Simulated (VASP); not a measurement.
Input:

```xyz
4
Lattice="3.8298 0.0000 0.0000 -1.9149 3.3167 0.0000 0.0000 0.0000 6.3085" Properties=species:S:1:pos:R:3 pbc="T T T"
Ga     1.9149     1.1056     3.1545
Ga     0.0000     2.2112     0.0003
P      1.9149     1.1056     5.5133
P      0.0000     2.2112     2.3591
```

These are PBEsol GGA, VASP's PBE PAW potentials (set 64) (plane waves; VASP 6.6.1) values and carry that method's errors. Run with 400 eV cut-off, 8×8×4 Γ-centred mesh, tetrahedra with Blöchl corrections, potentials Ga_d P.

The cores are frozen, which limits the accuracy of field gradients.

Problem. Give the principal components of the electric field gradient (V/Å²) and the asymmetry η at each nucleus.

Solution. 
| atom | Vxx | Vyy | Vzz | η |
|---|---|---|---|---|
| Ga1 | -1.2 | -1.2 | 2.4 | 0.00 |
| Ga2 | -1.2 | -1.2 | 2.4 | 0.00 |
| P3 | -2.3 | -2.3 | 4.5 | 0.00 |
| P4 | -2.3 | -2.3 | 4.5 | 0.00 |

The structure comes from a computed database's GaP entry (P6_3mc); how it stands against other phases isn't given here. It was relaxed first.
